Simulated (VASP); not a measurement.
A cell of LiCl (rock salt) near equilibrium:

```xyz
2
Lattice="0.0000 2.5700 2.5700 2.5700 0.0000 2.5700 2.5700 2.5700 0.0000" Properties=species:S:1:pos:R:3 pbc="T T T"
Li     0.0000     0.0000     0.0000
Cl     2.5700     2.5700     2.5700
```

The numbers are results of PBE GGA, VASP's PBE PAW potentials (set 64) (plane waves; VASP), not measurements.

| run | ΔE (meV/atom) | σxx | σyy | σzz | largest shear component, with its sign (GPa) | gap (eV) |
|---|---|---|---|---|---|---|
| as it is | 0.0 | 0.09 | 0.09 | 0.09 | 0.00 | 6.31 |
| after one change | 4.7 | -1.60 | -1.60 | -1.60 | 0.00 | 5.98 |
Stress is in GPa, positive when the cell is compressed; gaps are those on the k-mesh, and 0.00 means metallic.

### Question
Which change was made?
A. isotropic strain of +2.0 %
B. uniaxial strain of +1.5 % along x
C. biaxial strain of -3.0 % in the xy plane
D. shear strain γ_xy = +4.0 %

### Answer
A, isotropic strain of +2.0 %

The compound is LiCl in the rock salt structure. The cell was not relaxed at this level.
